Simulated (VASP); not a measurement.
Consider the following.

```
CELL_PARAMETERS angstrom
      2.83993     0.00000     0.00000
      0.00000     2.83993     0.00000
      0.00000     0.00000     2.83993
ATOMIC_POSITIONS crystal
  Al 0.50000 0.50000 0.50000
  Fe 0.00000 0.00000 0.00000
```

Method: r2SCAN meta-GGA, VASP's PBE PAW potentials (set 64) (plane waves; VASP). Numerical set-up: 480 eV cut-off, 12×12×12 Γ-centred mesh, first-order Methfessel-Paxton smearing of 0.10 eV, potentials Al Fe.

Q: What does the run give for the energy per atom (σ→0), band gap (on the k-mesh) with the smallest direct gap where there is one?

A: 
```json
{
 "band gap (on the k-mesh)": "none (metal, semimetal or under 0.01 eV)",
 "energy per atom (σ→0)": "-10.643 eV/atom"
}
```

The compound is FeAl in the CsCl type structure. It was relaxed first, which changed the volume by -7 %. The run is not spin-polarised, so no magnetic state was tried. The electron count is odd and the run is not spin-polarised, which forces a metal.
